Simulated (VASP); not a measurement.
Given:

```xyz
8
Lattice="0.0000 2.8636 2.8636 2.8636 0.0000 2.8636 11.4719 11.4719 -0.0174" Properties=species:S:1:pos:R:3 pbc="T T T"
Zn    11.4512    11.4512     0.0033
Te     1.5319     1.5319     1.3317
Te     4.3312     4.3312     1.3960
Te     7.1426     7.1426     1.4483
Te     9.9478     9.9478     1.5066
Be     5.7926     5.7926     5.6619
Be     8.6003     8.6003     5.7178
Be     8.5487     8.5487     0.0421
```

All values below come from PBEsol GGA, VASP's PBE PAW potentials (set 64) (plane waves; VASP 6.6.1). Settings: 400 eV cut-off, 8×8×2 Γ-centred mesh, tetrahedra with Blöchl corrections, potentials Zn Te Be.

Unless said otherwise, spin-orbit coupling is left out, though it shifts the bands of the heavy elements here.

Question: Predict the energy per atom (σ→0), band gap (on the k-mesh) with the smallest direct gap where there is one.

Answer: 
```json
{
 "band gap (on the k-mesh)": "1.59 eV",
 "smallest direct gap (on the k-mesh)": "2.40 eV",
 "energy per atom (σ→0)": "-3.798 eV/atom"
}
```

Total energies compare only between runs with the same potentials, cut-off and functional.

The structure was generated: Be3ZnTe4 was put into an ordered model structure (R3m), which need not be its known phase. It was relaxed first.
